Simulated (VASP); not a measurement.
Calculation: PBE GGA with D3 dispersion (zero damping), VASP's PBE PAW potentials (set 64) (plane waves; VASP 6.6.1).

The input files of a VASP run:

### INCAR
```
! general
SYSTEM  = CdF2
PREC    = Accurate
ENCUT   = 520   ! plane-wave cut-off (eV)
LREAL   = .False.
LASPH   = .True.
ICHARG  = 11

! electronic loop
EDIFF   = 1E-7   ! SCF stop (eV)
NELM    = 100   ! most electronic steps
ALGO    = Normal
LMAXMIX = 4

! smearing
ISMEAR  = 0
SIGMA   = 0.05   ! width (eV)

! functional
GGA     = PE   ! PBE
IVDW    = 11   ! D3, zero damping

! output
LWAVE   = .False.
LCHARG  = .False.
LORBIT  = 11
```

POSCAR:
```
CdF2
1
    0.0000000000     2.7306657075     2.7306657075
    2.7306657075     0.0000000000     2.7306657075
    2.7306657075     2.7306657075     0.0000000000
Cd F
1 2
Direct
  0.0000000000   0.0000000000   0.0000000000
  0.2500000000   0.2500000000   0.2500000000
  0.7500000000   0.7500000000   0.7500000000
```

KPOINTS:
```
k-points along high-symmetry lines
15
Line-mode
Reciprocal
  0.000000   0.000000   0.000000 ! GAMMA
  0.500000   0.000000   0.500000 ! X

  0.500000   0.000000   0.500000 ! X
  0.625000   0.250000   0.625000 ! U

  0.375000   0.375000   0.750000 ! K
  0.000000   0.000000   0.000000 ! GAMMA

  0.000000   0.000000   0.000000 ! GAMMA
  0.500000   0.500000   0.500000 ! L

  0.500000   0.500000   0.500000 ! L
  0.500000   0.250000   0.750000 ! W

  0.500000   0.250000   0.750000 ! W
  0.500000   0.000000   0.500000 ! X
```

POTCAR, in this order: Cd F (PBE.64 set). Program: vasp_std. Read from the step before: CHGCAR.

What VASP printed:

OUTCAR:
```
 ion  position               nearest neighbor table
   1  0.000  0.000  0.000-   3 2.36   3 2.36   3 2.36   2 2.36   3 2.36   2 2.36   2 2.36   2 2.36
  LATTYP: Found a face centered cubic cell.
 ALAT       =     5.4613314150
 Subroutine PRICEL returns:
 Original cell was already a primitive cell.
 Subroutine GETGRP returns: Found 48 space group operations
The static configuration has the point symmetry O_h .
The dynamic configuration has the point symmetry O_h .
 Subroutine INISYM returns: Found 48 space group operations
   k-points           NKPTS =     90   k-points in BZ     NKDIM =     90   number of bands    NBANDS=     17
   number of dos      NEDOS =    301   number of ions     NIONS =      3
   total plane-waves  NPLWV =  27000
   dimension x,y,z NGX =    30 NGY =   30 NGZ =   30
   dimension x,y,z NGXF=    60 NGYF=   60 NGZF=   60
   ions per type =               1   2
   PREC   = accura    normal or accurate (medium, high low for compatibility)
   ISTART =      0    job   : 0-new  1-cont  2-samecut
   ICHARG =     11    charge: 1-file 2-atom 10-const
   ISPIN  =      1    spin polarized calculation?
   LNONCOLLINEAR =      F non collinear calculations
   LSORBIT =      F    spin-orbit coupling
   INIWAV =      1    electr: 0-lowe 1-rand  2-diag
   ENCUT  =  520.0 eV  38.22 Ry    6.18 a.u.   7.18  7.18  7.18*2*pi/ulx,y,z
   NELM   =    100;   NELMIN=  2; NELMDL= -5     # of ELM steps
   EDIFF  = 0.1E-06   stopping-criterion for ELM
   LREAL  =      F    real-space projection
   NLSPLINE    = F    spline interpolate recip. space projectors
   LMAXMIX     =    4 max onsite mixed and CHGCAR
   VOSKOWN=      0    Vosko Wilk Nusair interpolation
   EDIFFG = 0.1E-05   stopping-criterion for IOM
   NSW    =      0    number of steps for IOM
   NBLOCK =      1;   KBLOCK =      1    inner block; outer block
   IBRION =     -1    ionic relax: 0-MD 1-quasi-New 2-CG
   NFREE  =      0    steps in history (QN), initial steepest desc. (CG)
   ISIF   =      2    stress and relaxation
   ISYM   =      2    0-nonsym 1-usesym 2-fastsym
   TEIN   =    0.0    initial temperature
   TEBEG  =    0.0;   TEEND  =   0.0 temperature during run
   SMASS  =  -3.00    Nose mass-parameter (am)
...
```

File OSZICAR:
```
       N       E                     dE             d eps       ncg     rms          rms(c)
DAV:   1     0.197735258608E+03    0.19774E+03   -0.15720E+04  3140   0.154E+03
DAV:   2    -0.206915400619E+01   -0.19980E+03   -0.19441E+03  3576   0.380E+02
DAV:   3    -0.103680587140E+02   -0.82989E+01   -0.82836E+01  3286   0.860E+01
DAV:   4    -0.104113901601E+02   -0.43331E-01   -0.43327E-01  3431   0.606E+00
DAV:   5    -0.104115551199E+02   -0.16496E-03   -0.16496E-03  3310   0.337E-01
DAV:   6    -0.104115559676E+02   -0.84769E-06   -0.84766E-06  3479   0.242E-02
DAV:   7    -0.104115559723E+02   -0.47276E-08   -0.47395E-08  2667   0.173E-03
   1 F= -.10865142E+02 E0= -.10865142E+02  d E =-.236959E-16
```

**OUTCAR**
```
 val. band max:       -1.6076410360   @ k =   0.5000   0.2500   0.7500

 cond. band min:       1.3170902001   @ k =   0.0000   0.0000   0.0000



 k-point     1 :       0.0000    0.0000    0.0000
  band No.  band energies     occupation
      1     -22.1952      2.00000
      2     -21.1995      2.00000
      3      -7.1126      2.00000
      4      -7.1126      2.00000
      5      -7.1126      2.00000
      6      -6.0746      2.00000
      7      -6.0746      2.00000
      8      -2.4809      2.00000
      9      -2.4809      2.00000
     10      -2.4809      2.00000
     11      -2.1544      2.00000
     12      -2.1544      2.00000
     13      -2.1544      2.00000
     14       1.3171      0.00000
     15      10.8976      0.00000
     16      10.8976      0.00000
     17      10.8976      0.00000

 k-point     2 :       0.0357    0.0000    0.0357
  band No.  band energies     occupation
      1     -22.1906      2.00000
      2     -21.2039      2.00000
      3      -7.1061      2.00000
      4      -7.1061      2.00000
      5      -7.0970      2.00000
      6      -6.0797      2.00000
      7      -6.0733      2.00000
      8      -2.5369      2.00000
      9      -2.5049      2.00000
     10      -2.5049      2.00000
     11      -2.1532      2.00000
     12      -2.1457      2.00000
     13      -2.1457      2.00000
     14       1.3841      0.00000
     15      10.8072      0.00000
     16      10.9188      0.00000
     17      10.9188      0.00000

 k-point     3 :       0.0714    0.0000    0.0714
  band No.  band energies     occupation
      1     -22.1762      2.00000
      2     -21.2168      2.00000
      3      -7.0865      2.00000
      4      -7.0865      2.00000
      5      -7.0507      2.00000
      6      -6.0952      2.00000
      7      -6.0696      2.00000
      8      -2.6919      2.00000
      9      -2.5733      2.00000
     10      -2.5733      2.00000
     11      -2.1498      2.00000
     12      -2.1226      2.00000
...
```

The density is held fixed in this step, so its total energy and stress have no physical meaning.

The compound is CdF2 in the fluorite structure. It was relaxed first.
